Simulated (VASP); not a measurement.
Here is the system:

```
CsPbCl3
1.0
    4.90368     0.00000     0.00000
    0.00000     4.90368     0.00000
    0.00000     0.00000     4.90368
Cs Pb Cl
1 1 3
Direct
  0.00000   0.00000   0.00000
  0.50000   0.50000   0.50000
  0.50000   0.00000   0.50000
  0.00000   0.50000   0.50000
  0.50000   0.50000   0.00000
```

The numbers are results of PBE GGA, VASP's PBE PAW potentials (set 64) (plane waves; VASP), not measurements. Numerical set-up: 500 eV cut-off, 6×6×6 Γ-centred mesh, first-order Methfessel-Paxton smearing of 0.10 eV, potentials Cs_sv Pb_d Cl.

Energy and stress use the plane-wave basis of the starting cell.

Problem. The ions, cell shape and volume at an external pressure of 45.0 GPa are relaxed. Predict the relaxed structure.

Solution. 
```
CsPbCl3
1.0
    4.74454     0.00000     0.00000
    0.00000     4.74454     0.00000
    0.00000     0.00000     4.74454
Cs Pb Cl
1 1 3
Direct
  0.00000   0.00000   0.00000
  0.50000   0.50000   0.50000
  0.50000   0.00000   0.50000
  0.00000   0.50000   0.50000
  0.50000   0.50000   0.00000
```
Space group Pm-3m (221), at a tolerance of 0.03 Å.

Problem. How do energy and volume change from the first to the last step?

Solution. The energy (σ→0) changes by +512.8 meV/atom and the volume by -9.4 %, in 7 ionic steps.

| step | E(σ→0) (eV) | max force (eV/Å) | pressure (GPa) | volume (Å³) |
|---|---|---|---|---|
| 1 | -13.2521 | 0.000 | 29.93 | 117.91 |
| 2 | -0.6227 | 0.000 | 106.42 | 83.96 |
| 3 | -10.8987 | 0.000 | 43.74 | 107.56 |
| 4 | -10.7185 | 0.000 | 44.82 | 106.91 |
| 5 | -10.6587 | 0.000 | 45.18 | 106.70 |
| 6 | -10.7472 | 0.000 | 44.65 | 107.01 |
| 7 | -10.6882 | 0.000 | 45.00 | 106.80 |

The compound is CsPbCl3 in the cubic perovskite structure, the ideal cubic form; the compound distorts at low or room temperature. This run relaxes it under an external pressure of 45 GPa. Symmetry was kept, so distortions that lower it aren't found.
